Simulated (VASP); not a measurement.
Calculation: rev-vdW-DF2, VASP's PBE PAW potentials (set 64) (plane waves; VASP).

The input files of a VASP run:

File POSCAR:
```
SiC
1.0
  1.5385284524  -2.6648092055   0.0000000000
  1.5385284524   2.6648092055   0.0000000000
  0.0000000000   0.0000000000   5.0519806083
Si C
2 2
direct
  0.6666670000   0.3333330000   0.4996384767
  0.3333330000   0.6666670000   0.9996384767
  0.6666670000   0.3333330000   0.8753615233
  0.3333330000   0.6666670000   0.3753615233
```

### KPOINTS
```
Automatic mesh
0
Gamma
8 8 4
0 0 0
```

### INCAR
```
# general
SYSTEM  =SiC
PREC    =Accurate
ENCUT   =520
LREAL   =.FALSE.
LASPH   =.TRUE.

# electronic loop
EDIFF   =1E-6
NELM    =100
ALGO    =Normal

# smearing
ISMEAR  =0
SIGMA   =0.05

# functional
GGA     =MK
LUSE_VDW=.TRUE.
AGGAC   =0.0
PARAM1  =0.1234568
PARAM2  =0.7114
ZAB_VDW =-1.8867

# ions
IBRION  =2
NSW     =60
ISIF    =3
EDIFFG  =-0.02

# output
LWAVE   =.FALSE.
LCHARG  =.FALSE.
```

POTCAR, in this order: Si C (PBE.64 set). Program: vasp_std.

Output

### OUTCAR
```
 ion  position               nearest neighbor table
   1  0.667  0.333  0.500-   4 1.88   4 1.88   4 1.88   3 1.90   2 3.09   2 3.09   2 3.09   2 3.09
                             2 3.09   2 3.09
   2  0.333  0.667  1.000-   3 1.88   3 1.88   3 1.88   4 1.90   1 3.09   1 3.09   1 3.09   1 3.09
                             1 3.09   1 3.09
   3  0.667  0.333  0.875-   2 1.88   2 1.88   2 1.88   1 1.90
   4  0.333  0.667  0.375-   1 1.88   1 1.88   1 1.88   2 1.90
  LATTYP: Found a hexagonal cell.
 ALAT       =     3.0770566944
 C/A-ratio  =     1.6418224004
 Subroutine PRICEL returns:
 Original cell was already a primitive cell.
 Subroutine GETGRP returns: Found 12 space group operations
The static configuration has the point symmetry C_3v.
 The point group associated with its full space group is C_6v.
The dynamic configuration has the point symmetry C_3v.
 Subroutine INISYM returns: Found 12 space group operations
 Subroutine IBZKPT returns following result:
 Found     30 irreducible k-points:

 Following reciprocal coordinates:
            Coordinates               Weight
  0.000000  0.000000  0.000000      1.000000
  0.125000  0.000000  0.000000      6.000000
  0.250000  0.000000  0.000000      6.000000
  0.375000  0.000000  0.000000      6.000000
  0.500000  0.000000  0.000000      3.000000
  0.125000  0.125000  0.000000      6.000000
  0.250000  0.125000  0.000000     12.000000
  0.375000  0.125000  0.000000     12.000000
  0.250000  0.250000  0.000000      6.000000
  0.375000  0.250000  0.000000      6.000000
  0.000000  0.000000  0.250000      2.000000
  0.125000  0.000000  0.250000     12.000000
  0.250000  0.000000  0.250000     12.000000
  0.375000  0.000000  0.250000     12.000000
  0.500000  0.000000  0.250000      6.000000
  0.125000  0.125000  0.250000     12.000000
  0.250000  0.125000  0.250000     24.000000
  0.375000  0.125000  0.250000     24.000000
...
```

**OSZICAR**
```
       N       E                     dE             d eps       ncg     rms          rms(c)
DAV:   1     0.415251558030E+02    0.41525E+02   -0.75794E+03   720   0.120E+03
DAV:   2    -0.271152038077E+02   -0.68640E+02   -0.62967E+02  1012   0.192E+02
DAV:   3    -0.302399931044E+02   -0.31248E+01   -0.31099E+01   956   0.420E+01
DAV:   4    -0.302766828429E+02   -0.36690E-01   -0.36666E-01   888   0.531E+00
DAV:   5    -0.302773163668E+02   -0.63352E-03   -0.63342E-03   932   0.671E-01    0.122E+01
DAV:   6    -0.265467676247E+02    0.37305E+01   -0.11302E+01   876   0.214E+01    0.533E+00
DAV:   7    -0.264633559500E+02    0.83412E-01   -0.94376E-01   912   0.650E+00    0.242E+00
DAV:   8    -0.264471512664E+02    0.16205E-01   -0.50995E-02   816   0.169E+00    0.521E-01
DAV:   9    -0.264461799312E+02    0.97134E-03   -0.61748E-03   896   0.606E-01    0.131E-01
DAV:  10    -0.264463383807E+02   -0.15845E-03   -0.77176E-04   860   0.197E-01    0.517E-02
DAV:  11    -0.264463403086E+02   -0.19279E-05   -0.80199E-05   848   0.729E-02    0.207E-02
DAV:  12    -0.264463416098E+02   -0.13012E-05   -0.34729E-06   896   0.153E-02    0.574E-03
DAV:  13    -0.264463419759E+02   -0.36612E-06   -0.33371E-07   496   0.413E-03
   1 F= -.26446342E+02 E0= -.26446342E+02  d E =-.264463E+02
       N       E                     dE             d eps       ncg     rms          rms(c)
DAV:   1    -0.264501339519E+02   -0.37923E-02   -0.15995E-01   840   0.359E+00    0.470E-01
DAV:   2    -0.264470097315E+02    0.31242E-02   -0.61053E-03   852   0.608E-01    0.229E-01
DAV:   3    -0.264462639165E+02    0.74581E-03   -0.16232E-03   872   0.272E-01    0.511E-02
DAV:   4    -0.264461688094E+02    0.95107E-04   -0.21832E-04   864   0.970E-02    0.191E-02
DAV:   5    -0.264461573615E+02    0.11448E-04   -0.22562E-05   868   0.331E-02    0.162E-02
DAV:   6    -0.264461550012E+02    0.23603E-05   -0.10457E-06   512   0.952E-03    0.455E-03
DAV:   7    -0.264461550896E+02   -0.88346E-07   -0.63744E-07   448   0.557E-03
   2 F= -.26446155E+02 E0= -.26446155E+02  d E =0.186886E-03
       N       E                     dE             d eps       ncg     rms          rms(c)
DAV:   1    -0.264497320776E+02   -0.35771E-02   -0.42122E-02   840   0.185E+00    0.243E-01
DAV:   2    -0.264489127871E+02    0.81929E-03   -0.16575E-03   844   0.315E-01    0.118E-01
DAV:   3    -0.264487308810E+02    0.18191E-03   -0.41319E-04   864   0.138E-01    0.262E-02
DAV:   4    -0.264487107865E+02    0.20094E-04   -0.52207E-05   856   0.477E-02    0.966E-03
DAV:   5    -0.264487098863E+02    0.90018E-06   -0.48439E-06   792   0.156E-02
   3 F= -.26448710E+02 E0= -.26448710E+02  d E =-.236791E-02
```

OUTCAR:
```
------------------------ aborting loop because EDIFF is reached ----------------------------------------
  FORCE on cell =-STRESS in cart. coord.  units (eV):
  Direction    XX          YY          ZZ          XY          YZ          ZX
  --------------------------------------------------------------------------------------
  Total       -0.0078345     -0.0078344      0.0158625      0.0000000     -0.0000000      0.0000000
  in kB       -0.3002450     -0.3002450      0.6079099      0.0000000     -0.0000000      0.0000000
  external PRESSURE =       0.0024733 kB  Pullay stress =       0.0000000 kB
  volume of cell :       41.81
      direct lattice vectors                 reciprocal lattice vectors
     1.543158756 -2.672829125  0.000000000     0.324010733 -0.187067701  0.000000000
     1.543158756  2.672829125  0.000000000     0.324010733  0.187067701 -0.000000000
     0.000000000  0.000000000  5.067940677    -0.000000000  0.000000000  0.197318805
  FREE ENERGIE OF THE ION-ELECTRON SYSTEM (eV)
  ---------------------------------------------------
  free  energy   TOTEN  =       -26.4487098863 eV

  energy  without entropy=      -26.4487098863  energy(sigma->0) =      -26.44870989

 reached required accuracy - stopping structural energy minimisation
```
(Selected blocks of OUTCAR.)

**CONTCAR**
```
SiC
   1.00000000000000
     1.5431587562798350   -2.6728291248808613    0.0000000000000000
     1.5431587562798350    2.6728291248808613    0.0000000000000000
     0.0000000000000000    0.0000000000000000    5.0679406773936355
  Si              C
     2     2
Direct
     0.6666669999999968    0.3333330000000032    0.4996653380381602
     0.3333330000000032    0.6666669999999968    0.9996653380381602
     0.6666669999999968    0.3333330000000032    0.8753346619618398
     0.3333330000000032    0.6666669999999968    0.3753346619618398
```

The compound is SiC in the wurtzite structure, the rare 2H polytype. This run relaxes it. Symmetry was kept, so distortions that lower it aren't found. The start is the result of an earlier pass.
